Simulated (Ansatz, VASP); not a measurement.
# Cross-check of Sn between VASP and Ansatz

Aim: how closely do two programs agree when they are given the same cell, functional and k mesh? Of the first pair: The structure shown is the end of the Ansatz relaxation below.

Program: Ansatz 0.2.0. Level of theory: plane waves, with VASP 6.6.1 beside it; PBEsol. Results are calculated unless marked as measured.

## (1) Starting point

The structure is trigonal, space group R-3m (No. 166). Conventional cell: a = 4.658 Å, b = 4.658 Å, c = 11.385 Å, α = 90.00°, β = 90.00°, γ = 120.00°. Nearest to Sn lie 4 Sn at 2.85 Å.

## (2) Ansatz: relaxation, PBEsol

Ansatz runs on its PAW soft_1 files.

This run makes the geometry at which the two programs are then compared.

Contents of input.yaml:

```yaml
crystal:
  lattice:
    - [0.0, 3.2913212604, 3.2913212604]
    - [3.2913212604, 0.0, 3.2913212604]
    - [3.2913212604, 3.2913212604, 0.0]
  atoms:
    - { symbol: Sn, position: [0.4999382461, 0.4999382461, 0.4999382461] }
    - { symbol: Sn, position: [0.7500617539, 0.7500617539, 0.7500617539] }
kpoints:
  mp_grid: { grid: [12, 12, 12], shift: [0.5, 0.5, 0.5] }
hamiltonian:
  xc: pbesol
  pseudopotentials: { kind: paw, azcp: { folder: soft_1 }, xc_functional: pbe }
scf:
  occupations: { method: gaussian, width: 0.015 }
output:
  forces: true
  stress: true
  eigenvalues: true
relax:
  adjacent_minimum: "off"
  f_tol: 0.001
  max_steps: 60
  cell: { stress_tol: 0.01, fix: [volume] }
```

Started as:

```sh
$ ansatz run input.yaml --threads 4 --pin off --max-ram 10240MiB --backend cpu --events-out ev --progress --plain --runs-dir out
```

Numbers of over 12 decimals in the logs are rounded to 6 here.

Log:

```text
Engine: ansatz 0.2.0, aarch64-unknown-linux-gnu
Pseudopotentials: kind: paw
Pseudopotential: Sn, paw, valence charge 14, recommended cutoff 420 eV (normal), soft_1/Sn.paw.azcp
Functional definition: PBEsol
  exchange = pbesol_x
  correlation = pbesol_c
Crystal: 2 atoms, lattice volume = 71.308 Å³
Basis set: ecut = 420 eV, 1411 PW (Γ), exchange–correlation on 64×64×64 points (8 copies of the dense FFT grid, shifted against one another)
Bands: 18, of which v1, the nominal top of the filled ones, is band 14 counted from 1 (13 counted from 0)
Symmetry: 12 space group operations
Space group: R-3m (ITA 166), of the structure as read, at distance tolerance 4.1e-5 Å
k-points: 182 of 1728
Non-local potential: Sn, projectors of the file, l = 0: 2, l = 1: 2, l = 2: 2, l = 3: 1
PAW form: soft (Blöchl's): semilocal exchange-correlation on the pseudo side does not see the compensation charge
PAW frozen core: Sn, regenerated for the run's functional, and the local potential with it (the file was generated under x = pbe(κ = 0.804, μ = 0.219515), c = pbe(β = 0.066725))
PAW one-centre angular grid: Sn, 590 points (default); XC on 64 Gauss nodes
Initial density: superposition of atomic densities (chi_scale 0.1, normalization cell)
Initial wavefunctions: pseudopotential atomic-orbital guess
Functional: x = pbesol(κ = 0.804, μ = 0.123457), c = pbesol(β = 0.046)
SCF iter   1: F=—  HF=-11899.710407 eV  |F-HF|=—  |Δ(HF+E_count)|=         —  Δρ=2.07e-2  dr2=3.23e-1  ethr=3.10e-3  ⟨swp⟩=6.0  Hψ=18122  notcnv=0
preconditioner: auto → none  [insulator: Δε(μ)=0.023 eV  Ē_g=19.794 eV  σ=0.015 eV  W_gap=0.71  n_scr=14 (ndim 8)  ℏωp=23.3 eV  f_vac=0.012  D(μ)=0.13/eV (n_scr^D=0)  ε∞_Penn≈2.4]
SCF iter   2: F=—  HF=-11899.650087 eV  |F-HF|=—  |Δ(HF+E_count)|=   6.03e-2  Δρ=9.36e-3  dr2=6.04e-2  ethr=1.15e-3  ⟨swp⟩=2.0  Hψ=5447  notcnv=0
SCF iter   3: F=—  HF=-11899.643122 eV  |F-HF|=—  |Δ(HF+E_count)|=   6.96e-3  Δρ=8.09e-4  dr2=2.98e-4  ethr=2.16e-4  ⟨swp⟩=2.8  Hψ=4711  notcnv=0
SCF iter   4: F=—  HF=-11899.643285 eV  |F-HF|=—  |Δ(HF+E_count)|=   1.62e-4  Δρ=3.34e-4  dr2=3.54e-5  ethr=1.06e-6  ⟨swp⟩=2.0  Hψ=6322  notcnv=0
SCF iter   5: F=—  HF=-11899.643290 eV  |F-HF|=—  |Δ(HF+E_count)|=   5.49e-6  Δρ=3.58e-5  dr2=8.15e-7  ethr=1.26e-7  ⟨swp⟩=2.0  Hψ=5824  notcnv=0
SCF iter   6: F=-11899.643290 eV  HF=-11899.643290 eV  |F-HF|=1.56e-8  |Δ(HF+E_count)|=   1.10e-7  Δρ=4.04e-6  dr2=1.17e-8  ethr=3.57e-10  ⟨swp⟩=7.3  Hψ=16129  notcnv=0
SCF 1 converged in 6 iterations: F = -11899.643290 eV  dr2 = 1.17e-8
  greatest PAW one-centre occupation: 0.991 electrons in one spin orbital (limit 2), on the Sn atom at site 1 (counted from 0), in its partial waves of l = 2
relax step   1: F+E_penalty+E_count = -11899.64329026 eV  Δ(F+E_penalty+E_count) = +0.000e0 eV  max|allowed force component| = 6.270e-4 eV/Å  Δτ_max = 0.0000 Å  P = -0.792 GPa  Ω = 71.308 Å³  fix = [volume]  reactions: volume -0.792 GPa  (6 SCF iters, dr2 threshold 1.00e-7 eV, accepted)
[...]
relax step   2: F+E_penalty+E_count = -11899.64332179 eV  Δ(F+E_penalty+E_count) = -3.152e-5 eV  max|allowed force component| = 3.415e-3 eV/Å  Δτ_max = 0.0019 Å  P = -0.792 GPa  Ω = 71.308 Å³  energy of the carried Pulay correction = -5.736e-10 eV  fix = [volume]  reactions: volume -0.792 GPa  (4 SCF iters, dr2 threshold 1.47e-8 eV, accepted)
[...]
relax step   3: F+E_penalty+E_count = -11899.64332002 eV  Δ(F+E_penalty+E_count) = +1.763e-6 eV  max|allowed force component| = 5.109e-3 eV/Å  Δτ_max = 0.0011 Å  P = -0.792 GPa  Ω = 71.308 Å³  energy of the carried Pulay correction = -5.224e-10 eV  fix = [volume]  (4 SCF iters, dr2 threshold 7.29e-10 eV, rejected (line search))
[...]
relax step   4: F+E_penalty+E_count = -11899.64332525 eV  Δ(F+E_penalty+E_count) = -3.469e-6 eV  max|allowed force component| = 3.573e-4 eV/Å  Δτ_max = 0.0005 Å  P = -0.792 GPa  Ω = 71.308 Å³  energy of the carried Pulay correction = -5.254e-10 eV  fix = [volume]  reactions: volume -0.792 GPa  (5 SCF iters, accepted)
[...]
relax step   5: F+E_penalty+E_count = -11899.64332506 eV  Δ(F+E_penalty+E_count) = +1.956e-7 eV  max|allowed force component| = 3.567e-4 eV/Å  Δτ_max = 0.0000 Å  P = -0.792 GPa  Ω = 71.308 Å³  fix = [volume]  reactions: volume -0.792 GPa  stress off target by 6.70e-3 GPa on what of the cell is left free  SCF on the basis re-selected at this cell (its energy is not comparable with the rows above)  (4 SCF iters)
basis re-selected at this cell: Δ(F+E_penalty+E_count) = +1.956e-7 eV, ΔP = -0.000 GPa vs the last step (what re-selecting the basis moved, of the pressure what is left beyond the Pulay correction that the steps carried, after the strain that the cell walked since its last selection, with what the two solves' SCF thresholds leave and, on support functions, any second-order correction that the steps lacked; it is no m [...]
SCF converged after 4 iterations
Free energy (F): -11899.643325 eV
Harris-Foulkes:  -11899.643325 eV  (|F-HF|=9.09e-12)
Internal energy: -11899.643325 eV  (E = F + TS)
E sigma→0 (E₀):  -11899.643325 eV
Entropy (-TS):   -0.000000 eV (-0.000 meV/atom)
Fermi energy:    7.208443 eV
--- Per-component energies (eV) ---
  E_band       = -262.479183
  E_kinetic    = 336.243656
  E_local      = -2674.642107  (includes V_loc(G=0)·N_el)
  E_nonlocal   = 293.717483
  E_hartree    = 1295.296949
  E_xc         = -248.663651
  E_vxc        = -159.905764  (∫ρ·V_xc dr)
  E_paw        = -8592.555086  (= ΣΔE_a)
  E_vpaw       = -648.486882  (= ΣTr[D̂ρ^β])
  E_aug_tail   = 0.000583  (compensation charges beyond the density's cutoff)
  E_ewald      = -2309.610832
  E_core_change = 0.569679  (= ΣΔE_core)
  E_smearing   = -0.000000  (= −TS)
  E_closure    = 0.000000  (closes the sum)
  Σ components = -11899.643325   (vs F -11899.643325, Δ=0.00e0)
--- Forces (eV/Å), atoms counted from 1 ---
  atom   1  Sn     0.00035669     0.00035669     0.00035669
  atom   2  Sn    -0.00035669    -0.00035669    -0.00035669
  max |Σ_I F_I| component: 0.00e0 eV/Å
--- Stress (GPa, compression-positive) ---
       -0.792240       0.003348       0.003348
        0.003348      -0.792240       0.003348
        0.003348       0.003348      -0.792240
  P = ⅓ Tr σ = -0.7922 GPa (-7.922 kbar)
--- Band table (eV; the first three rows and the last of 182) ---
  k-point 0: bands = [... 10 lower, -3.1382, 5.9788, 7.2404, 7.2404, 7.4259, 9.3823, 9.3823, 9.4021]
  k-point 1: bands = [... 10 lower, -3.0523, 5.2135, 6.8837, 7.1752, 7.7657, 9.4754, 9.5232, 9.9133]
  k-point 2: bands = [... 10 lower, -2.8415, 4.0897, 6.5242, 6.9169, 7.7695, 9.8059, 9.9798, 10.6867]
  k-point 181: bands = [... 10 lower, -1.5537, 1.0335, 5.4811, 6.0492, 7.6812, 10.2773, 10.5718, 13.0024]
--- Relaxed structure (4 steps of the walk, 3 accepted, 1 SCFs on fresh bases) ---
  F+E_penalty+E_count = -11899.64332506 eV   max|allowed force component| = 3.567e-4 eV/Å   (the final SCF, on the basis selected at the relaxed cell)
  cell:  # Å, volume = 71.3084 Å³
    - [-0.00483753, 3.288904, 3.288904]
    - [3.288904, -0.00483753, 3.288904]
    - [3.288904, 3.288904, -0.00483753]
  atoms:
    - { symbol: Sn, position: [0.499816, 0.499816, 0.499816] }
    - { symbol: Sn, position: [0.750184, 0.750184, 0.750184] }
```

(Part 1 of 4 ends here.)

[Lines on the potential files, build, host, timing and source positions are cut from VASP's logs without a mark.]

[Logs are printed without paths, hosts, clocks, repeated set-up lines and the standing remarks that a program may print on its own settings, such as how far it seeks lower states.]

[Hosts, paths, dates, database ids (printed as entryN), source tags and the programs' standing remarks are cut or masked in the printed files.]
